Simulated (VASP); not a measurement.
The system is AlGa3N2.

```
Al Ga N
1.0
     2.74723   -2.93085    0.00000
     2.74723    2.93085    0.00000
     0.00000    0.00000    6.09707
Al Ga N
1 3 2
Direct
  0.00000 0.00000 0.00000
  0.50000 0.50000 0.15164
  0.50000 0.50000 0.84836
  0.50000 0.50000 0.50000
  0.20869 0.79131 0.50000
  0.79131 0.20869 0.50000
```

The cell was built by a generator and needn't be a form met in nature.

```yaml
Program: VASP 6.6.1
Task: relaxation of cell and atoms
Functional: PBE
Potentials_or_basis: VASP PAW PBE potentials, release 64 (Al, Ga_d, N)
Cutoff: 520 eV
k_mesh: 4 × 4 × 3
Occupations: gaussian, width 0.15 eV
Spin: no spin polarisation
```

At the start: pressure 26.1 GPa; volume 16.36 Å³/atom.

Q: Where does the relaxation end?

A: Over 13 steps the energy falls by 891.7 meV/atom and the volume is 17.68 Å³/atom (+8.0 %); space group Cmmm (No. 65, to 0.05 Å).

The path:
```csv
step,energy change (eV),largest force (eV/Å),pressure (GPa),volume (Å³)
1,0.0000,9.1370,26.15,98.18
2,-2.1788,3.5223,-5.70,138.12
3,-2.4752,3.6448,-4.73,133.66
4,-2.6668,3.7480,-3.73,130.38
5,-3.0267,4.0875,0.89,118.78
6,-4.5665,0.7292,-6.58,125.95
7,-4.5745,0.6915,-6.88,126.23
8,-5.1487,0.8529,-1.81,112.85
9,-5.1901,1.3470,0.25,109.58
10,-5.2855,0.4789,1.02,103.20
11,-5.3477,0.0894,0.31,105.81
12,-5.3479,0.0912,0.06,105.89
13,-5.3504,0.0588,0.18,106.06
```

Final structure:
```
Al Ga N
1.0
     2.23330   -3.01109    0.00000
     2.23330    3.01109    0.00000
     0.00000    0.00000    7.88568
Al Ga N
1 3 2
Direct
  0.00000 0.00000 0.00000
  0.50000 0.50000 0.17348
  0.50000 0.50000 0.82652
  0.50000 0.50000 0.50000
  0.20255 0.79745 0.50000
  0.79745 0.20255 0.50000
```

Caveat: the k mesh is coarse (spacing up to 0.39 Å⁻¹), so the values aren't converged.
